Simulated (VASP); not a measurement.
# Relaxed cell of ZrC: a test of cutoff and mesh

Aim: test the relaxed volume of ZrC against cutoff and mesh. The starting structure is a measured crystal structure from the Crystallography Open Database.

Calculated with VASP 6.6.1; Kohn-Sham DFT with plane waves and PAW; PBEsol.

The database entry behind the starting cell differs from later determinations by our own check (0.1 to 0.3 % short, probably kX units), so it need not match the best structure at ambient conditions.

### 1. Set-up

It takes space group Fm-3m (No. 225, cubic). The conventional cell has a = 4.683 Å, b = 4.683 Å, c = 4.683 Å, α = 90.00°, β = 90.00°, γ = 90.00°. Nearest to Zr lie 6 C at 2.34 Å. C has 6 Zr at 2.34 Å nearest. Farther neighbours are not listed.

### 2. Reference relaxation

INCAR

```
SYSTEM = ZrC
PREC = Accurate
ENCUT = 520
EDIFF = 1E-06
NELM = 100
ISMEAR = 1
SIGMA = 0.1
LREAL = .FALSE.
ALGO = Normal
GGA = PS
NBANDS = 14
LORBIT = 11
LWAVE = .FALSE.
LCHARG = .FALSE.
KPAR = 2
IBRION = 2
NSW = 50
ISIF = 3
EDIFFG = -0.01
```

POSCAR

```
ZrC
1.0
    0.0000000000      2.3414000000      2.3414000000
    2.3414000000      0.0000000000      2.3414000000
    2.3414000000      2.3414000000      0.0000000000
Zr C
1 1
Direct
    0.0000000000      0.0000000000      0.0000000000
    0.5000000000      0.5000000000      0.5000000000
```

KPOINTS

```
Automatic mesh
0
Gamma
10 10 10
0 0 0
```

PAW data sets: Zr_sv and C (PBE family, release 64).

Command:

```bash
$ mpirun -np 2 vasp_std
```

The log of the run:

```text
[banner, memory and clock lines left out]
running    2 mpi-ranks, on    1 nodes
 distrk:  each k-point on    1 cores,    2 groups
 distr:  one band on    1 cores,    1 groups

 POSCAR found type information on POSCAR ZrC
 POSCAR found :  2 types and       2 ions
|                                                                             |
|               ----> ADVICE to this user running VASP <----                  |
|                                                                             |
|     You enforced a specific xc type in the INCAR file but a different       |
|     [... a line on the potential file left out ...]
|     I HOPE YOU KNOW WHAT YOU ARE DOING!                                     |
|                                                                             |

 LDA part: xc-table for (Slater+PW92), standard interpolation
 POSCAR, INCAR and KPOINTS ok, starting setup
 FFT: planning ... GRIDC
 FFT: planning ... GRID_SOFT
 FFT: planning ... GRID
 WAVECAR not read
 entering main loop
       N       E                     dE             d eps       ncg     rms          rms(c)
DAV:   1     0.102438735029E+03    0.10244E+03   -0.88189E+03  1324   0.116E+03
DAV:   2    -0.188539657810E+02   -0.12129E+03   -0.11308E+03  1664   0.299E+02
DAV:   3    -0.236397159714E+02   -0.47858E+01   -0.47301E+01  1886   0.524E+01
DAV:   4    -0.237885367035E+02   -0.14882E+00   -0.14877E+00  1688   0.782E+00
DAV:   5    -0.237904230253E+02   -0.18863E-02   -0.18863E-02  1798   0.840E-01    0.213E+01
DAV:   6    -0.207103511051E+02    0.30801E+01   -0.71345E+00  1586   0.233E+01    0.792E+00
DAV:   7    -0.205937410984E+02    0.11661E+00   -0.45231E-01  1532   0.574E+00    0.653E+00
DAV:   8    -0.205909260081E+02    0.28151E-02   -0.25978E-01  1562   0.401E+00    0.386E+00
DAV:   9    -0.205694085209E+02    0.21517E-01   -0.62743E-02  1514   0.177E+00    0.425E-01
DAV:  10    -0.205698641293E+02   -0.45561E-03   -0.20851E-03  1734   0.482E-01    0.471E-01
DAV:  11    -0.205695705299E+02    0.29360E-03   -0.95809E-04  1478   0.248E-01    0.487E-02
DAV:  12    -0.205695673685E+02    0.31614E-05   -0.19032E-05  1702   0.312E-02    0.865E-03
DAV:  13    -0.205695670109E+02    0.35756E-06   -0.72845E-07  1072   0.689E-03
   1 F= -.20569567E+02 E0= -.20569687E+02  d E =-.205696E+02
 curvature:   0.00 expect dE= 0.000E+00 dE for cont linesearch  0.000E+00
 trial: gam= 0.00000 g(F)=  0.117E-63 g(S)=  0.535E-02 ort = 0.000E+00 (trialstep = 0.100E+01)
 search vector abs. value=  0.535E-02
 bond charge predicted
       N       E                     dE             d eps       ncg     rms          rms(c)
DAV:   1    -0.206056261503E+02   -0.36059E-01   -0.12427E+00  1454   0.115E+01    0.263E+00
DAV:   2    -0.205722007938E+02    0.33425E-01   -0.73814E-02  1496   0.311E+00    0.738E-01
DAV:   3    -0.205660406294E+02    0.61602E-02   -0.33714E-02  1974   0.135E+00    0.243E-01
DAV:   4    -0.205668514370E+02   -0.81081E-03   -0.10631E-03  2120   0.231E-01    0.206E-01
DAV:   5    -0.205676166445E+02   -0.76521E-03   -0.73789E-04  2132   0.159E-01    0.213E-02
DAV:   6    -0.205676603682E+02   -0.43724E-04   -0.11406E-04  2188   0.779E-02    0.168E-02
DAV:   7    -0.205676642869E+02   -0.39186E-05   -0.44873E-06  1430   0.249E-02    0.324E-03
DAV:   8    -0.205676643544E+02   -0.67526E-07   -0.12913E-07   862   0.377E-03
   2 F= -.20567664E+02 E0= -.20567775E+02  d E =0.190266E-02
 trial-energy change:    0.001903  1 .order    0.001948   -0.005348    0.009243
 step:   0.3708(harm=  0.3665)  dis= 0.00000  next Energy=   -20.570561 (dE=-0.994E-03)
 bond charge predicted
       N       E                     dE             d eps       ncg     rms          rms(c)
DAV:   1    -0.205853286657E+02   -0.17664E-01   -0.48872E-01  1448   0.724E+00    0.164E+00
DAV:   2    -0.205725020529E+02    0.12827E-01   -0.31440E-02  1550   0.202E+00    0.466E-01
DAV:   3    -0.205699795495E+02    0.25225E-02   -0.12460E-02  1948   0.822E-01    0.134E-01
DAV:   4    -0.205702744988E+02   -0.29495E-03   -0.51557E-04  2160   0.162E-01    0.131E-01
DAV:   5    -0.205705365791E+02   -0.26208E-03   -0.19428E-04  2152   0.860E-02    0.204E-02
DAV:   6    -0.205705682072E+02   -0.31628E-04   -0.85046E-05  2192   0.598E-02    0.112E-02
DAV:   7    -0.205705682353E+02   -0.28116E-07   -0.18456E-06  1262   0.152E-02
   3 F= -.20570568E+02 E0= -.20570688E+02  d E =-.100122E-02
 curvature:  -0.18 expect dE=-0.200E-09 dE for cont linesearch -0.200E-09
 trial: gam= 0.00000 g(F)=  0.644E-66 g(S)=  0.109E-08 ort =-0.242E-05 (trialstep = 0.874E+00)
 search vector abs. value=  0.119E-08
 reached required accuracy - stopping structural energy minimisation
```

Run time: 37 s. Hardware: 2 MPI ranks of AMD EPYC 7R43, shared host; peak memory 0.29 GiB; 73 s of CPU time.

Lines that name or quote the potential files are left out of all logs, and their timing lines are given in words.

OUTCAR, selected parts (step 2):

```text
ion  position               nearest neighbor table
   1  0.000  0.000  0.000-   2 2.34   2 2.34   2 2.34   2 2.34   2 2.34   2 2.34
   2  0.500  0.500  0.500-   1 2.34   1 2.34   1 2.34   1 2.34   1 2.34   1 2.34

  LATTYP: Found a face centered cubic cell.
 ALAT       =     4.6828000000

 Subroutine GETGRP returns: Found 48 space group operations
 (whereof 48 operations were pure point group operations)

The static configuration has the point symmetry O_h .

 Found     47 irreducible k-points:

   k-points           NKPTS =     47   k-points in BZ     NKDIM =     47   number of bands    NBANDS=     14

   dimension x,y,z NGX =    28 NGY =   28 NGZ =   28
   dimension x,y,z NGXF=    56 NGYF=   56 NGZF=   56

   ENCUT  =  520.0 eV  38.22 Ry    6.18 a.u.   6.16  6.16  6.16*2*pi/ulx,y,z

   NELECT =      16.0000    total number of electrons

 k-points in reciprocal lattice and weights: Automatic mesh
   0.00000000  0.00000000  0.00000000       0.001
   0.10000000  0.00000000  0.00000000       0.008
   0.20000000  0.00000000  0.00000000       0.008
   0.30000000  0.00000000  0.00000000       0.008
   0.40000000  0.00000000  0.00000000       0.008
   0.50000000  0.00000000  0.00000000       0.004
   0.10000000  0.10000000  0.00000000       0.006
   0.20000000  0.10000000  0.00000000       0.024
   0.30000000  0.10000000  0.00000000       0.024
[...]
-0.30000000  0.40000000  0.20000000       0.024
  -0.30000000  0.50000000  0.20000000       0.012

 average (electrostatic) potential at core
       1 -72.7345       2 -44.0388

 E-fermi :   9.7164

 k-point     1 :       0.0000    0.0000    0.0000
  band No.  band energies     occupation
      1     -38.1952      2.00000
      2     -15.9235      2.00000
      3     -15.9235      2.00000
      4     -15.9235      2.00000
      5      -1.6381      2.00000
      6      10.6648     -0.00000
      7      10.6648     -0.00000
      8      10.6648     -0.00000
      9      10.7690     -0.00000
     10      10.7690     -0.00000
    ...

 k-point     2 :       0.1000    0.0000    0.0000
  band No.  band energies     occupation
    ...
      4     -15.9318      2.00000
      5      -1.4028      2.00000
      6       9.3186      2.00000
      7       9.6236      2.03170
      8       9.6236      2.03170
      9      11.1573     -0.00000
     10      11.1573     -0.00000
     11      11.6190     -0.00000
     12      13.7055      0.00000
     13      13.7055      0.00000
    ...

 k-point     3 :       0.2000    0.0000    0.0000
  band No.  band energies     occupation
    ...
      4     -15.9532      2.00000
      5      -0.7579      2.00000
      6       7.7100      2.00000
      7       8.4097      2.00000
      8       8.4097      2.00000
      9      11.8282      0.00000
     10      11.8282      0.00000
     11      12.1988      0.00000
     12      15.6311      0.00000
     13      15.6311      0.00000
    ...

  Total        0.0001228      0.0001228      0.0001228     -0.0000000      0.0000000     -0.0000000
  in kB        0.0077185      0.0077185      0.0077185     -0.0000000      0.0000000     -0.0000000
  external PRESSURE =       0.0077185 kB  Pullay stress =       0.0000000 kB

  energy-cutoff  :      520.00
  volume of cell :       25.49
      direct lattice vectors                 reciprocal lattice vectors
     0.000000000  2.335706695  2.335706695    -0.214067974  0.214067974  0.214067974
     2.335706695  0.000000000  2.335706695     0.214067974 -0.214067974  0.214067974
     2.335706695  2.335706695  0.000000000     0.214067974  0.214067974 -0.214067974

 POSITION                                       TOTAL-FORCE (eV/Angst)
 -----------------------------------------------------------------------------------
      0.00000      0.00000      0.00000        -0.000000     -0.000000      0.000000
      2.33571      2.33571      2.33571         0.000000      0.000000      0.000000
 -----------------------------------------------------------------------------------
    total drift:                                0.000000      0.000000      0.000000

  FREE ENERGIE OF THE ION-ELECTRON SYSTEM (eV)
  ---------------------------------------------------
  free  energy   TOTEN  =       -20.5705682353 eV

  energy  without entropy=      -20.5709272300  energy(sigma->0) =      -20.57068790

 reached required accuracy - stopping structural energy minimisation

 total charge
# of ion       s       p       d       tot
------------------------------------------
    1        2.180   6.045   1.665   9.890
    2        0.882   1.471   0.000   2.353
--------------------------------------------------
tot          3.063   7.516   1.665  12.244

[... 3 further parts left out ...]
```

The PAW data sets were made with PBE, which is usual practice but a small mismatch for other functionals. The run keeps the 48 symmetry operations of its start, so it cannot find a distortion of lower symmetry.

The reference relaxation ends at 12.743 Å³ an atom.

### 3. Relaxation with a cutoff of 400 eV

Against step 2 the input has ENCUT = 400.

INCAR: that of step 2 with these lines changed.

```diff
@@ -2,3 +2,3 @@
 PREC = Accurate
-ENCUT = 520
+ENCUT = 400
 EDIFF = 1E-06
```

POSCAR is that of step 2.

KPOINTS is that of step 2.

Command:

```bash
$ mpirun -np 2 vasp_std
```

The log of the run:

```text
[banner, memory and clock lines left out]
running    2 mpi-ranks, on    1 nodes
[...]
[... a notice as in an earlier step ...]

 LDA part: xc-table for (Slater+PW92), standard interpolation
 POSCAR, INCAR and KPOINTS ok, starting setup
[...]
entering main loop
       N       E                     dE             d eps       ncg     rms          rms(c)
DAV:   1     0.829361639032E+02    0.82936E+02   -0.76214E+03  1324   0.962E+02
DAV:   2    -0.202280252792E+02   -0.10316E+03   -0.96756E+02  1700   0.269E+02
DAV:   3    -0.236669137375E+02   -0.34389E+01   -0.34128E+01  1746   0.440E+01
DAV:   4    -0.237714808135E+02   -0.10457E+00   -0.10454E+00  1652   0.712E+00
[...]
DAV:  11    -0.205740537783E+02    0.32583E-03   -0.10654E-03  1478   0.259E-01    0.555E-02
DAV:  12    -0.205740487597E+02    0.50186E-05   -0.23035E-05  1704   0.342E-02    0.877E-03
DAV:  13    -0.205740477901E+02    0.96961E-06   -0.75137E-07  1086   0.676E-03
   1 F= -.20574048E+02 E0= -.20574167E+02  d E =-.205740E+02
[...]
DAV:   8    -0.205685891035E+02   -0.44030E-06   -0.30076E-07   946   0.535E-03
   2 F= -.20568589E+02 E0= -.20568682E+02  d E =0.545869E-02
 trial-energy change:    0.005459  1 .order    0.005608   -0.013202    0.024417
 step:   0.3564(harm=  0.3509)  dis= 0.00000  next Energy=   -20.576407 (dE=-0.236E-02)
[...]
N       E                     dE             d eps       ncg     rms          rms(c)
DAV:   1    -0.206145947761E+02   -0.46006E-01   -0.12632E+00  1448   0.116E+01    0.266E+00
DAV:   2    -0.205813852553E+02    0.33210E-01   -0.82342E-02  1550   0.319E+00    0.754E-01
DAV:   3    -0.205748548950E+02    0.65304E-02   -0.31665E-02  1942   0.130E+00    0.208E-01
DAV:   4    -0.205756348167E+02   -0.77992E-03   -0.12931E-03  2190   0.247E-01    0.209E-01
DAV:   5    -0.205763286014E+02   -0.69378E-03   -0.46550E-04  2160   0.128E-01    0.371E-02
DAV:   6    -0.205764283469E+02   -0.99746E-04   -0.22794E-04  2178   0.943E-02    0.187E-02
DAV:   7    -0.205764304265E+02   -0.20796E-05   -0.45566E-06  1388   0.232E-02    0.285E-03
DAV:   8    -0.205764301040E+02    0.32254E-06   -0.26971E-07   946   0.471E-03
   3 F= -.20576430E+02 E0= -.20576548E+02  d E =-.238231E-02
[...]
reached required accuracy - stopping structural energy minimisation
```

Wall time 26 s (2 MPI ranks); peak memory 0.21 GiB; 50 s of CPU time.

OUTCAR, selected parts (step 3):

```text
  Total       -0.0013902     -0.0013902     -0.0013902      0.0000000      0.0000000      0.0000000
  in kB       -0.0877259     -0.0877259     -0.0877259      0.0000000      0.0000000      0.0000000
  external PRESSURE =      -0.0877259 kB  Pullay stress =       0.0000000 kB

 POSITION                                       TOTAL-FORCE (eV/Angst)
 -----------------------------------------------------------------------------------
      0.00000      0.00000      0.00000         0.000000      0.000000      0.000000
      2.33280      2.33280      2.33280        -0.000000     -0.000000     -0.000000
 -----------------------------------------------------------------------------------
    total drift:                                0.000000     -0.000000     -0.000000

  FREE ENERGIE OF THE ION-ELECTRON SYSTEM (eV)
  ---------------------------------------------------
  free  energy   TOTEN  =       -20.5764301040 eV

  energy  without entropy=      -20.5767826993  energy(sigma->0) =      -20.57654764

[... 2 parts as in an earlier step ...]

[... 2 further parts left out ...]
[key lines of the parts left out:]
E-fermi :   9.7612
```

With a cutoff of 400 eV the cell ends at 12.695 Å³ an atom, -0.37 % from the reference.

### 4. Relaxation with a 6×6×6 mesh

Against step 2 the input has a 6×6×6 mesh.

INCAR: that of step 3 with these lines changed.

```diff
@@ -2,3 +2,3 @@
 PREC = Accurate
-ENCUT = 400
+ENCUT = 520
 EDIFF = 1E-06
```

POSCAR is that of step 3.

KPOINTS

```
Automatic mesh
0
Gamma
6 6 6
0 0 0
```

Command:

```bash
$ mpirun -np 2 vasp_std
```

The log of the run:

```text
[... set-up lines as in an earlier step ...]
 entering main loop
       N       E                     dE             d eps       ncg     rms          rms(c)
DAV:   1     0.103541424525E+03    0.10354E+03   -0.84128E+03   448   0.113E+03
DAV:   2    -0.189060157519E+02   -0.12245E+03   -0.11484E+03   580   0.304E+02
DAV:   3    -0.236345465820E+02   -0.47285E+01   -0.46981E+01   636   0.521E+01
DAV:   4    -0.237762424667E+02   -0.14170E+00   -0.14160E+00   560   0.814E+00
[...]
DAV:  11    -0.205605533806E+02    0.65148E-04   -0.22607E-04   520   0.129E-01    0.407E-02
DAV:  12    -0.205605514074E+02    0.19732E-05   -0.64614E-06   582   0.183E-02    0.271E-03
DAV:  13    -0.205605513699E+02    0.37551E-07   -0.82954E-08   284   0.332E-03
   1 F= -.20560551E+02 E0= -.20560789E+02  d E =-.205606E+02
[...]
N       E                     dE             d eps       ncg     rms          rms(c)
DAV:   1    -0.205911676374E+02   -0.30616E-01   -0.10597E+00   496   0.106E+01    0.242E+00
[...]
DAV:   7    -0.205588893486E+02   -0.31645E-05   -0.38627E-06   490   0.231E-02    0.290E-03
DAV:   8    -0.205588892940E+02    0.54587E-07   -0.87661E-08   290   0.305E-03
   2 F= -.20558889E+02 E0= -.20559147E+02  d E =0.166208E-02
 trial-energy change:    0.001662  1 .order    0.001697   -0.004580    0.007975
 step:   0.3687(harm=  0.3648)  dis= 0.00000  next Energy=   -20.561398 (dE=-0.846E-03)
[...]
N       E                     dE             d eps       ncg     rms          rms(c)
DAV:   1    -0.205740634714E+02   -0.15174E-01   -0.41998E-01   496   0.672E+00    0.152E+00
DAV:   2    -0.205630857045E+02    0.10978E-01   -0.27223E-02   538   0.187E+00    0.430E-01
DAV:   3    -0.205609035108E+02    0.21822E-02   -0.10657E-02   662   0.763E-01    0.126E-01
DAV:   4    -0.205611555485E+02   -0.25204E-03   -0.41915E-04   706   0.146E-01    0.119E-01
DAV:   5    -0.205617266180E+02   -0.57107E-03   -0.18518E-04   718   0.815E-02    0.178E-02
DAV:   6    -0.205617483027E+02   -0.21685E-04   -0.71210E-05   736   0.580E-02    0.784E-03
DAV:   7    -0.205617479908E+02    0.31188E-06   -0.14909E-06   392   0.123E-02
   3 F= -.20561748E+02 E0= -.20561919E+02  d E =-.119662E-02
[...]
reached required accuracy - stopping structural energy minimisation
```

Wall time 16 s (2 MPI ranks); peak memory 0.26 GiB.

From OUTCAR (step 4):

```text
  Total       -0.0037761     -0.0037761     -0.0037761     -0.0000000     -0.0000000      0.0000000
  in kB       -0.2372575     -0.2372575     -0.2372575     -0.0000000     -0.0000000      0.0000000
  external PRESSURE =      -0.2372575 kB  Pullay stress =       0.0000000 kB

 POSITION                                       TOTAL-FORCE (eV/Angst)
 -----------------------------------------------------------------------------------
      0.00000      0.00000      0.00000         0.000000      0.000000      0.000000
      2.33616      2.33616      2.33616         0.000000     -0.000000     -0.000000
 -----------------------------------------------------------------------------------
    total drift:                                0.000000      0.000000      0.000000

  FREE ENERGIE OF THE ION-ELECTRON SYSTEM (eV)
  ---------------------------------------------------
  free  energy   TOTEN  =       -20.5617479908 eV

  energy  without entropy=      -20.5622619427  energy(sigma->0) =      -20.56191931

[... 1 part as in an earlier step ...]

[... 3 further parts left out ...]
[key lines of the parts left out:]
E-fermi :   9.6931
```

With a 6×6×6 mesh the cell ends at 12.750 Å³ an atom, +0.06 % from the reference.

(Continued in part 2 of 2.)

[Lines on the potential files, build, host, timing and source positions are cut from VASP's logs without a mark.]

[Logs are printed without paths, hosts, clocks, repeated set-up lines and the standing remarks that a program may print on its own settings, such as how far it seeks lower states.]

[Hosts, paths, dates, database ids (printed as entryN), source tags and the programs' standing remarks are cut or masked in the printed files.]
